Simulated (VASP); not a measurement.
Data:

```
CELL_PARAMETERS angstrom
      2.83140     0.00000     0.00000
     -1.41570     2.45206     0.00000
      0.00000     0.00000     9.11004
ATOMIC_POSITIONS crystal
  Zn 0.00000 0.00000 0.00000
  Zn 0.00000 0.00000 0.50000
  Zn 0.33333 0.66667 0.25000
  Zn 0.66667 0.33333 0.75000
```

The numbers are results of PBE GGA, VASP's PBE PAW potentials (set 64) (plane waves; VASP), not measurements. Run with 300 eV cut-off, 13×13×4 Γ-centred mesh, Gaussian smearing of 0.27 eV, potentials Zn.

Task: Give the energies of bands 19 to 27 at the high-symmetry points, in eV from the Fermi level.

Result: 
| band | Γ | M | K | A | L | H |
|---|---|---|---|---|---|---|
| 19 | -7.26 | -6.99 | -7.09 | -7.10 | -7.00 | -7.04 |
| 20 | -7.18 | -6.98 | -7.06 | -7.10 | -7.00 | -7.04 |
| 21 | -7.18 | -3.24 | -1.11 | -7.10 | -2.94 | -0.70 |
| 22 | -7.05 | -3.06 | -0.90 | -7.10 | -2.94 | -0.70 |
| 23 | -7.05 | -2.01 | -0.90 | -5.49 | -2.55 | -0.49 |
| 24 | -2.79 | -1.95 | 0.23 | -5.49 | -2.55 | -0.49 |
| 25 | -1.40 | -0.68 | 0.76 | 2.23 | 0.60 | -0.33 |
| 26 | 7.28 | -0.53 | 0.76 | 2.23 | 0.60 | -0.33 |
| 27 | 7.29 | 3.83 | 1.15 | 13.07 | 1.74 | 2.88 |

It has no gap at this level: it comes out as a metal or semimetal.

The structure was generated: Zn was put into an ordered model structure, which need not be its known phase. The cell was not relaxed at this level.
